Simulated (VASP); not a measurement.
Input:

```
CELL_PARAMETERS angstrom
      1.45759    -2.52462     0.00000
      1.45759     2.52462     0.00000
      0.00000     0.00000     4.62213
ATOMIC_POSITIONS crystal
  Ti 0.33333 0.66667 0.25000
  Ti 0.66667 0.33333 0.75000
```

The numbers are results of TPSS meta-GGA, VASP's PBE PAW potentials (set 64) (plane waves; VASP), not measurements. Numerical set-up: 520 eV cut-off, 14×14×8 Γ-centred mesh, first-order Methfessel-Paxton smearing of 0.10 eV, potentials Ti_sv.

**Question.** What does the run give for the energy per atom (σ→0), band gap (on the k-mesh) with the smallest direct gap where there is one?

**Answer.** 
The band gap (on the k-mesh) is none (metal, semimetal or under 0.01 eV) and the energy per atom (σ→0) is -14.891 eV/atom.

Only differences to runs with the same potentials and settings are physical.

The compound is Ti in the hcp structure. It was relaxed first.
